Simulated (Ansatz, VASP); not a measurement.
## WS2 (Tungstenite): VASP beside Ansatz

One calculation is typed for both programs; each brings its own data sets. How far apart do they land? The cell is taken from a series of runs on this material, whose earlier steps may have relaxed, scaled, displaced or heated it; both programs get it as it stands.

Main program and level: Ansatz 0.2.0; plane waves, with VASP 6.6.1 beside it; zone-centre phonons at PBEsol.

**1. The structure**

It takes space group P6_3/mmc (No. 194, hexagonal). Conventional cell: a = 3.153 Å, b = 3.153 Å, c = 12.323 Å, α = 90.00°, β = 90.00°, γ = 120.00°. Nearest to W lie 6 S at 2.40 Å. Nearest to S lie 3 W at 2.40 Å. Farther neighbours and most contacts between anions are not listed.

Coordinates:

```
W S
1.0
     3.15320    0.00000    0.00000
    -1.57660    2.73075    0.00000
     0.00000    0.00000   12.32300
W S
2 4
Direct
  0.33333 0.66667 0.25000
  0.66667 0.33333 0.75000
  0.33333 0.66667 0.62312
  0.66667 0.33333 0.12312
  0.33333 0.66667 0.87688
  0.66667 0.33333 0.37688
```

**2. VASP: zone-centre phonons, PBEsol**

Second derivatives magnify differences that forces hide, and they need a tight electronic threshold.

Lines of VASP's logs that name or quote its potential files are left out, and so is its time.

INCAR reads:

```
SYSTEM = WS2
PREC = Accurate
ENCUT = 600
EDIFF = 1E-08
NELM = 120
ISMEAR = 0
SIGMA = 0.01
LREAL = .FALSE.
ALGO = Normal
GGA = PS
NBANDS = 24
LASPH = .TRUE.
LORBIT = 11
LWAVE = .FALSE.
LCHARG = .FALSE.
ISIF = 2
IBRION = 8
LEPSILON = .TRUE.
GGA_COMPAT = .FALSE.
EFERMI = MIDGAP
KPAR = 2
```

POSCAR reads:

```
WS2
1.0
    3.1532000000      0.0000000000      0.0000000000
   -1.5766000000      2.7307513032      0.0000000000
    0.0000000000      0.0000000000     12.3230000000
W S
2 4
Direct
    0.3333333333      0.6666666667      0.2500000000
    0.6666666667      0.3333333333      0.7500000000
    0.3333333333      0.6666666667      0.6231183400
    0.6666666667      0.3333333333      0.1231183400
    0.3333333333      0.6666666667      0.8768816600
    0.6666666667      0.3333333333      0.3768816600
```

KPOINTS reads:

```
Automatic mesh
0
Gamma
9 9 2
0 0 0
```

Potentials, in the order of the species: W and S (PBE family, release 64).

The run is started by

```console
> mpirun -np 2 vasp_std
```

Numbers of over 12 decimals in the logs are rounded to 6 here.

The program printed:

```text
[banner, memory and clock lines left out]
running    2 mpi-ranks, on    1 nodes
 distrk:  each k-point on    1 cores,    2 groups
 distr:  one band on    1 cores,    1 groups

 POSCAR found type information on POSCAR W S
 POSCAR found :  2 types and       6 ions
|                                                                             |
|               ----> ADVICE to this user running VASP <----                  |
|                                                                             |
|     You enforced a specific xc type in the INCAR file but a different       |
|     [... a line on the potential file left out ...]
|     I HOPE YOU KNOW WHAT YOU ARE DOING!                                     |
|                                                                             |

 LDA part: xc-table for (Slater+PW92), standard interpolation
 POSCAR, INCAR and KPOINTS ok, starting setup
 FFT: planning ... GRIDC
 FFT: planning ... GRID_SOFT
 FFT: planning ... GRID
 WAVECAR not read
 entering main loop
       N       E                     dE             d eps       ncg     rms          rms(c)
DAV:   1     0.211394091410E+03    0.21139E+03   -0.17745E+04  1152   0.150E+03
DAV:   2    -0.358261942751E+02   -0.24722E+03   -0.23718E+03  1552   0.308E+02
DAV:   3    -0.529211523242E+02   -0.17095E+02   -0.16956E+02  1568   0.756E+01
DAV:   4    -0.533229596355E+02   -0.40181E+00   -0.40114E+00  1600   0.127E+01
DAV:   5    -0.533311596981E+02   -0.82001E-02   -0.81963E-02  1568   0.168E+00    0.410E+01
DAV:   6    -0.510870960222E+02    0.22441E+01   -0.95869E+00  1720   0.155E+01    0.185E+01
DAV:   7    -0.507943125817E+02    0.29278E+00   -0.31744E+00  1536   0.101E+01    0.880E+00
DAV:   8    -0.506696589603E+02    0.12465E+00   -0.43798E-01  1584   0.431E+00    0.136E+00
DAV:   9    -0.506645862472E+02    0.50727E-02   -0.64676E-02  1600   0.140E+00    0.563E-01
DAV:  10    -0.506629262016E+02    0.16600E-02   -0.14317E-02  1624   0.693E-01    0.349E-01
DAV:  11    -0.506628645963E+02    0.61605E-04   -0.17551E-03  1592   0.249E-01    0.120E-01
DAV:  12    -0.506628383718E+02    0.26225E-04   -0.37383E-04  1616   0.126E-01    0.579E-02
DAV:  13    -0.506628407829E+02   -0.24111E-05   -0.29803E-05  1616   0.298E-02    0.128E-02
DAV:  14    -0.506628403564E+02    0.42646E-06   -0.26473E-06  1768   0.871E-03    0.487E-03
DAV:  15    -0.506628405646E+02   -0.20814E-06   -0.45548E-07  1592   0.430E-03    0.484E-03
DAV:  16    -0.506628406298E+02   -0.65169E-07   -0.70754E-08  1488   0.147E-03    0.800E-04
DAV:  17    -0.506628406128E+02    0.16931E-07   -0.31081E-08  1352   0.957E-04    0.515E-04
DAV:  18    -0.506628406129E+02   -0.57298E-10   -0.38290E-09   952   0.512E-04
   1 F= -.50662841E+02 E0= -.50662841E+02  d E =0.000000E+00
 Linear response reoptimize wavefunctions to high precision
DAV:   1    -0.506628406123E+02    0.53296E-09   -0.19046E-09  1072   0.216E-04
DAV:   2    -0.506628406123E+02    0.35470E-10   -0.30271E-10   904   0.124E-04
 Linear response G [H, r] |phi>, progress :
  Direction:   1
       N       E                     dE             d eps       ncg     rms
RMM:   1    -0.193015793737E+03   -0.19302E+03   -0.18981E+02  3005   0.971E+01
RMM:   2    -0.151859632255E+03    0.41156E+02   -0.22685E+01  1882   0.283E+01
RMM:   3    -0.152355536061E+03   -0.49590E+00   -0.14569E+00  2006   0.458E+00
RMM:   4    -0.152394780999E+03   -0.39245E-01   -0.64052E-02  2059   0.955E-01
RMM:   5    -0.152396903801E+03   -0.21228E-02   -0.47025E-03  2111   0.220E-01
RMM:   6    -0.152397083450E+03   -0.17965E-03   -0.41644E-04  2124   0.557E-02
RMM:   7    -0.152397095082E+03   -0.11632E-04   -0.64246E-05  2190   0.168E-02
RMM:   8    -0.152397095978E+03   -0.89607E-06   -0.84047E-05  2225   0.735E-03
RMM:   9    -0.152397096043E+03   -0.65039E-07   -0.13453E-04  2284   0.509E-03
RMM:  10    -0.152397096410E+03   -0.36705E-06    0.33962E-04  2125   0.450E-03
RMM:  11    -0.152397096430E+03   -0.20201E-07   -0.11308E-04  1866   0.426E-03
RMM:  12    -0.152397096396E+03    0.34436E-07   -0.77549E-05  1689   0.421E-03
RMM:  13    -0.152397096059E+03    0.33691E-06   -0.16747E-04  1635   0.418E-03
 Linear response G [H, r] |phi>, progress :
  Direction:   2
       N       E                     dE             d eps       ncg     rms
RMM:   1    -0.201844562708E+03   -0.20184E+03   -0.36764E+02  2988   0.950E+01
RMM:   2    -0.161496488916E+03    0.40348E+02   -0.19200E+01  1916   0.266E+01
RMM:   3    -0.162013931977E+03   -0.51744E+00   -0.14463E+00  1993   0.423E+00
RMM:   4    -0.162051987370E+03   -0.38055E-01   -0.60243E-02  2049   0.929E-01
RMM:   5    -0.162053916665E+03   -0.19293E-02   -0.48780E-03  2091   0.217E-01
RMM:   6    -0.162054091605E+03   -0.17494E-03   -0.56811E-04  2118   0.565E-02
RMM:   7    -0.162054104736E+03   -0.13131E-04   -0.25139E-04  2183   0.183E-02
[...]
Direction:   2
       N       E                     dE             d eps       ncg     rms          rms(c)
RMM:   1    -0.387839776712E+01   -0.38784E+01   -0.23562E+01  4631   0.853E+00
RMM:   2    -0.401574021645E+01   -0.13734E+00   -0.14811E-01  3887   0.162E+00    0.373E+00
RMM:   3    -0.388141035196E+01    0.13433E+00   -0.15369E-01  4163   0.176E+00    0.205E+00
RMM:   4    -0.399399079960E+01   -0.11258E+00   -0.12667E-01  4150   0.162E+00    0.423E-01
[...]
dielectric tensor                  component  3 :    -0.000     0.000     6.265
 Linear response DOF=           4
 Linear response progress:
  Degree of freedom:   1/  4
       N       E                     dE             d eps       ncg     rms          rms(c)
RMM:   1    -0.114135052261E+00   -0.11414E+00   -0.10591E-01  6882   0.146E+00
RMM:   2    -0.108898163930E+00    0.52369E-02   -0.42207E-03  6444   0.312E-01    0.191E-01
RMM:   3    -0.108314353997E+00    0.58381E-03   -0.52135E-04  6594   0.921E-02    0.113E-01
RMM:   4    -0.108109265754E+00    0.20509E-03   -0.40495E-04  6443   0.961E-02    0.150E-02
RMM:   5    -0.108148660531E+00   -0.39395E-04   -0.14009E-05  7049   0.139E-02    0.422E-03
RMM:   6    -0.108159711322E+00   -0.11051E-04   -0.84552E-07  6928   0.334E-03    0.660E-04
RMM:   7    -0.108159233929E+00    0.47739E-06    0.33598E-07  7311   0.779E-04    0.251E-04
RMM:   8    -0.108158256164E+00    0.97777E-06    0.20055E-07  7417   0.317E-04    0.721E-05
RMM:   9    -0.108158057019E+00    0.19914E-06   -0.91936E-08  7604   0.131E-04    0.288E-05
RMM:  10    -0.108158042199E+00    0.14820E-07   -0.18415E-07  7489   0.828E-05    0.618E-06
RMM:  11    -0.108158070405E+00   -0.28206E-07   -0.39657E-08  7846   0.619E-05    0.225E-06
RMM:  12    -0.108158079154E+00   -0.87487E-08   -0.86940E-08  7547   0.560E-05    0.880E-07
 first order change of Fermi-energy  -0.10429E-03
 force on displaced ion       1 direction 1 : -22.172   0.000  -0.000
 Born effective charge ion    1 direction 1 :  -0.677   0.001   0.000
 Linear response progress:
  Degree of freedom:   2/  4
       N       E                     dE             d eps       ncg     rms          rms(c)
RMM:   1    -0.166875210827E+00   -0.16688E+00   -0.18240E-01  2484   0.165E+00
RMM:   2    -0.146632221609E+00    0.20243E-01   -0.79477E-03  1844   0.462E-01    0.196E-01
RMM:   3    -0.145893003116E+00    0.73922E-03   -0.89638E-04  1948   0.124E-01    0.114E-01
RMM:   4    -0.145740259893E+00    0.15274E-03   -0.44063E-04  1884   0.946E-02    0.460E-02
RMM:   5    -0.145849621282E+00   -0.10936E-03   -0.35212E-05  2009   0.253E-02    0.153E-02
RMM:   6    -0.145886832374E+00   -0.37211E-04   -0.11366E-05  1973   0.107E-02    0.211E-03
RMM:   7    -0.145893458973E+00   -0.66266E-05   -0.19765E-06  2128   0.219E-03    0.170E-03
RMM:   8    -0.145892321712E+00    0.11373E-05   -0.42822E-07  2120   0.506E-04    0.947E-04
RMM:   9    -0.145894377752E+00   -0.20560E-05   -0.54257E-07  2100   0.401E-04    0.297E-04
RMM:  10    -0.145894034674E+00    0.34308E-06    0.39028E-07  2233   0.176E-04    0.101E-04
RMM:  11    -0.145893944518E+00    0.90157E-07    0.14496E-07  2195   0.121E-04    0.233E-05
RMM:  12    -0.145893920316E+00    0.24202E-07    0.18583E-07  2383   0.857E-05    0.221E-05
RMM:  13    -0.145893924166E+00   -0.38506E-08    0.13906E-08  2292   0.778E-05    0.628E-06
 first order change of Fermi-energy  -0.68283E-05
 force on displaced ion       1 direction 3 :   0.000  -0.000 -33.420
 Born effective charge ion    1 direction 3 :   0.000   0.000  -0.496
 Linear response progress:
  Degree of freedom:   3/  4
       N       E                     dE             d eps       ncg     rms          rms(c)
RMM:   1    -0.935925736708E-01   -0.93593E-01    0.71341E-03  9140   0.170E+00
RMM:   2    -0.923510386140E-01    0.12415E-02   -0.24081E-03  6415   0.303E-01    0.126E-01
RMM:   3    -0.925863973802E-01   -0.23536E-03   -0.21600E-04  7132   0.592E-02    0.755E-02
RMM:   4    -0.929182718139E-01   -0.33187E-03   -0.10210E-04  6909   0.430E-02    0.113E-02
RMM:   5    -0.928154621753E-01    0.10281E-03   -0.74019E-06  7195   0.125E-02    0.518E-03
RMM:   6    -0.928015786789E-01    0.13883E-04   -0.20451E-07  7535   0.330E-03    0.185E-03
RMM:   7    -0.928215613658E-01   -0.19983E-04   -0.16097E-06  6978   0.197E-03    0.532E-04
RMM:   8    -0.928199489098E-01    0.16125E-05    0.27337E-07  7477   0.546E-04    0.114E-04
RMM:   9    -0.928197055142E-01    0.24340E-06   -0.88307E-07  7937   0.194E-04    0.687E-05
RMM:  10    -0.928191477007E-01    0.55781E-06   -0.25060E-07  7477   0.136E-04    0.168E-05
RMM:  11    -0.928192633366E-01   -0.11564E-06   -0.60604E-07  7995   0.996E-05    0.113E-05
RMM:  12    -0.928193234817E-01   -0.60145E-07   -0.34576E-07  7709   0.893E-05    0.294E-06
RMM:  13    -0.928193371987E-01   -0.13717E-07   -0.43769E-07  7663   0.848E-05    0.757E-07
RMM:  14    -0.928193338747E-01    0.33240E-08   -0.43343E-07  6095   0.833E-05    0.303E-07
RMM:  15    -0.928193321772E-01    0.16976E-08   -0.44641E-07  5634   0.831E-05    0.949E-08
 first order change of Fermi-energy   0.12319E-04
 force on displaced ion       3 direction 1 : -10.765  -0.000  -0.001
 Born effective charge ion    3 direction 1 :   0.335  -0.000  -0.000
 Linear response progress:
  Degree of freedom:   4/  4
       N       E                     dE             d eps       ncg     rms          rms(c)
RMM:   1    -0.154621376580E+00   -0.15462E+00    0.97744E-03  2674   0.180E+00
RMM:   2    -0.149183861705E+00    0.54375E-02   -0.40979E-03  1892   0.371E-01    0.350E-01
RMM:   3    -0.149109175957E+00    0.74686E-04   -0.62721E-04  1987   0.107E-01    0.258E-01
RMM:   4    -0.149224628026E+00   -0.11545E-03   -0.11292E-04  1995   0.564E-02    0.296E-02
RMM:   5    -0.149255786088E+00   -0.31158E-04   -0.75814E-05  2000   0.279E-02    0.115E-02
RMM:   6    -0.149242018601E+00    0.13767E-04   -0.66166E-06  2090   0.962E-03    0.275E-03
RMM:   7    -0.149242958567E+00   -0.93997E-06    0.16735E-06  2146   0.236E-03    0.185E-03
RMM:   8    -0.149246594999E+00   -0.36364E-05    0.34037E-06  2174   0.130E-03    0.753E-04
RMM:   9    -0.149248999359E+00   -0.24044E-05    0.16906E-08  2149   0.639E-04    0.298E-04
RMM:  10    -0.149249199453E+00   -0.20009E-06   -0.58174E-07  2220   0.269E-04    0.197E-04
RMM:  11    -0.149249251935E+00   -0.52482E-07   -0.22740E-07  2255   0.179E-04    0.122E-04
RMM:  12    -0.149249302545E+00   -0.50609E-07   -0.50503E-07  2313   0.154E-04    0.316E-05
RMM:  13    -0.149249365147E+00   -0.62603E-07   -0.35714E-07  2343   0.116E-04    0.110E-05
RMM:  14    -0.149249379815E+00   -0.14668E-07    0.46526E-08  2368   0.101E-04    0.255E-06
RMM:  15    -0.149249379343E+00    0.47160E-09   -0.45594E-08  2418   0.964E-05    0.110E-06
 first order change of Fermi-energy   0.77040E+00
 force on displaced ion       3 direction 3 :   0.000  -0.000 -18.902
 Born effective charge ion    3 direction 3 :  -0.000   0.000   0.244
 Born effective charges drift removed
 Linear response finished
```

[end of part 1 of 3]

[Lines on the potential files, build, host, timing and source positions are cut from VASP's logs without a mark.]

[Logs are printed without paths, hosts, clocks, repeated set-up lines and the standing remarks that a program may print on its own settings, such as how far it seeks lower states.]

[Hosts, paths, dates, database ids (printed as entryN), source tags and the programs' standing remarks are cut or masked in the printed files.]
